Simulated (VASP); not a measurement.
# Relaxed cell of MnSi (Brownleeite): a test of cutoff and mesh, part 3 of 3

Aim: test the relaxed volume of MnSi (Brownleeite) against cutoff and mesh. The starting structure is a measured crystal structure from the Crystallography Open Database. The first relaxation on each setting starts from this cell expanded by 3 % in volume.

VASP 6.6.1.

Results so far: reference 11.04 Å³ an atom; a cutoff of 270 eV 10.83 Å³ an atom; a 4×4×4 mesh 11.03 Å³ an atom; a cutoff of 600 eV 11.05 Å³ an atom.

### Step 6. Relaxation with an 8×8×8 mesh

Level of this step: PBEsol, spin-polarised from an antiferromagnetic start; plane waves and PAW (Mn_pv, Si) (VASP).

Against step 2 the input has an 8×8×8 mesh. This run starts from the cell of an earlier relaxation, which isn't shown; the restart sets up the plane waves anew.

Contents of INCAR:

```
SYSTEM = MnSi
PREC = Accurate
ENCUT = 450
EDIFF = 1E-06
NELM = 100
ISMEAR = 0
SIGMA = 0.05
LREAL = .FALSE.
ALGO = Normal
GGA = PS
NBANDS = 46
ISPIN = 2
MAGMOM = 4 -4 4 -4 0 0 0 0
LASPH = .TRUE.
LMAXMIX = 4
LORBIT = 11
LWAVE = .FALSE.
LCHARG = .FALSE.
KPAR = 8
IBRION = 2
NSW = 50
ISIF = 3
EDIFFG = -0.006
```

Contents of POSCAR:

```
MnSi
1.0
    4.4540640035      0.0000000000      0.0000000000
    0.0000000000      4.4539369284      0.0000000000
    0.0000000000      0.0000000000      4.4538469032
Mn Si
4 4
Direct
    0.8621690152      0.6378045807      0.3621498812
    0.6378309848      0.3621954193      0.8621498812
    0.3621690152      0.8621954193      0.6378501188
    0.1378309848      0.1378045807      0.1378501188
    0.1542411415      0.3457880220      0.6542769989
    0.3457588585      0.6542119780      0.1542769989
    0.6542411415      0.1542119780      0.3457230011
    0.8457588585      0.8457880220      0.8457230011
```

Contents of KPOINTS:

```
Automatic mesh
0
Gamma
8 8 8
0 0 0
```

The projector-augmented-wave data sets are Mn_pv and Si (PBE family, release 64).

Command:

```console
$ mpirun -np 8 vasp_std
```

The log of the run:

```text
[... set-up lines as in an earlier step ...]
 entering main loop
       N       E                     dE             d eps       ncg     rms          rms(c)
DAV:   1     0.761822863721E+03    0.76182E+03   -0.33149E+04 23120   0.161E+03
DAV:   2    -0.110899947587E+02   -0.77291E+03   -0.74080E+03 23000   0.497E+02
DAV:   3    -0.691470560021E+02   -0.58057E+02   -0.56157E+02 25338   0.147E+02
DAV:   4    -0.708411683414E+02   -0.16941E+01   -0.16798E+01 28106   0.247E+01
[...]
DAV:  19    -0.661726481888E+02   -0.47363E-05   -0.82887E-05 29494   0.471E-02    0.426E-03
DAV:  20    -0.661726496373E+02   -0.14485E-05   -0.18656E-05 23504   0.204E-02    0.260E-03
DAV:  21    -0.661726499154E+02   -0.27818E-06   -0.39991E-06 12932   0.973E-03
   1 F= -.66172650E+02 E0= -.66166734E+02  d E =-.661726E+02  mag=     0.0000
[... from here on, the cycles between the ionic steps are left out ...]
   2 F= -.66172854E+02 E0= -.66166993E+02  d E =-.204263E-03  mag=     0.0000
   3 F= -.66172859E+02 E0= -.66167010E+02  d E =-.209552E-03  mag=    -0.0000
   4 F= -.66172993E+02 E0= -.66167209E+02  d E =-.133093E-03  mag=     0.0000
   5 F= -.66172994E+02 E0= -.66167215E+02  d E =-.134961E-03  mag=     0.0000
   6 F= -.66172994E+02 E0= -.66167223E+02  d E =-.134069E-03  mag=     0.0000
   7 F= -.66172995E+02 E0= -.66167222E+02  d E =-.135644E-03  mag=    -0.0000
   8 F= -.66173063E+02 E0= -.66167325E+02  d E =-.675162E-04  mag=     0.0000
   9 F= -.66173080E+02 E0= -.66167376E+02  d E =-.852266E-04  mag=     0.0000
  10 F= -.66173102E+02 E0= -.66167397E+02  d E =-.214049E-04  mag=    -0.0000
 trial-energy change:   -0.000021  1 .order   -0.000027   -0.000041   -0.000013
 step:   1.4111(harm=  1.4111)  dis= 0.00055  next Energy=   -66.173110 (dE=-0.300E-04)
 reached required accuracy - stopping structural energy minimisation
```

It took 3.7 min on 8 MPI ranks of Intel Xeon 6975P-C (Granite Rapids), shared host; peak memory 5.1 GiB; 24 min of CPU time.

From OUTCAR (step 6):

```text
  Total       -0.0094709      0.0192043      0.0189374      0.0000000      0.0000000      0.0000000
  in kB       -0.1717831      0.3483262      0.3434865      0.0000000      0.0000000      0.0000000
  external PRESSURE =       0.1733432 kB  Pullay stress =       0.0000000 kB

 POSITION                                       TOTAL-FORCE (eV/Angst)
 -----------------------------------------------------------------------------------
      3.84898      2.83673      1.60832        -0.002835     -0.000920      0.001066
      2.84606      1.61320      3.83202         0.002835      0.000920      0.001066
      1.61730      3.83817      2.83909        -0.002835      0.000920     -0.001066
      0.61438      0.61176      0.61539         0.002835     -0.000920     -0.001066
      0.68799      1.54153      2.91325        -0.001733      0.000350      0.002139
      1.54369      2.90840      0.68955         0.001733     -0.000350      0.002139
      2.91967      0.68344      1.53415        -0.001733     -0.000350     -0.002139
      3.77537      3.76650      3.75785         0.001733      0.000350     -0.002139
 -----------------------------------------------------------------------------------
    total drift:                               -0.000002     -0.000003     -0.000000

  FREE ENERGIE OF THE ION-ELECTRON SYSTEM (eV)
  ---------------------------------------------------
  free  energy   TOTEN  =       -66.1731017434 eV

  energy  without entropy=      -66.1616918795  energy(sigma->0) =      -66.16739681

 magnetization (x)
# of ion       s       p       d       tot
------------------------------------------
    1        0.002   0.004   0.250   0.255
    2       -0.002  -0.004  -0.250  -0.255
    3        0.002   0.004   0.250   0.255
    4       -0.002  -0.004  -0.250  -0.255
    5        0.000   0.001   0.000   0.001
    6       -0.000  -0.001   0.000  -0.001
    7        0.000   0.001   0.000   0.001
    8       -0.000  -0.001   0.000  -0.001
--------------------------------------------------
tot          0.000   0.000   0.000   0.000

[... 1 part as in an earlier step ...]

[... 3 further parts left out ...]
[key lines of the parts left out:]
E-fermi :  11.5411
```

With an 8×8×8 mesh the cell ends at 11.042 Å³ an atom, +0.05 % from the reference.

### Step 7. The runs compared

| run | volume (Å³/atom) | change (%) | pressure left (GPa) | core minutes |
| --- | --- | --- | --- | --- |
| reference | 11.036 | - | -0.05 | 29.7 |
| a cutoff of 270 eV | 10.83 | -1.86 | 0.04 | 21.6 |
| a 4×4×4 mesh | 11.035 | -0.01 | -0.02 | 18.3 |
| a cutoff of 600 eV | 11.053 | 0.15 | -0.02 | 53.9 |
| an 8×8×8 mesh | 11.042 | 0.05 | 0.02 | 72.0 |

Core minutes are wall time times ranks, summed over the relaxations behind a row (those for a bulk modulus apart), on shared hosts.

### Step 8. Results

| Quantity | Value |
| --- | --- |
| volume of the reference | 11.04 Å³/atom |
| volume against the reference, a cutoff of 270 eV | -1.86 % |
| volume against the reference, a 4×4×4 mesh | -0.01 % |
| volume against the reference, a cutoff of 600 eV | +0.15 % |
| volume against the reference, an 8×8×8 mesh | +0.05 % |

**Reading.** The volume moves most with a cutoff of 270 eV: -1.86 % against the reference (450 eV, 6×6×6 mesh). On finer settings it changes by +0.15 % with a cutoff of 600 eV and +0.05 % with an 8×8×8 mesh. The relaxations stop with up to 0.05 GPa left, which at a bulk modulus of 50 GPa, to name a scale, is 0.11 % of the volume. That understates it: a restart alone still moved the volume by up to 1.3 %. A cell that shrinks at the lower cutoff is the usual mark of Pulay stress, the error that a plane-wave basis makes when it is kept while the volume changes. Further runs on this material are not shown.

[Lines on the potential files, build, host, timing and source positions are cut from VASP's logs without a mark.]

[Logs are printed without paths, hosts, clocks, repeated set-up lines and the standing remarks that a program may print on its own settings, such as how far it seeks lower states.]

[Hosts, paths, dates, database ids (printed as entryN), source tags and the programs' standing remarks are cut or masked in the printed files.]
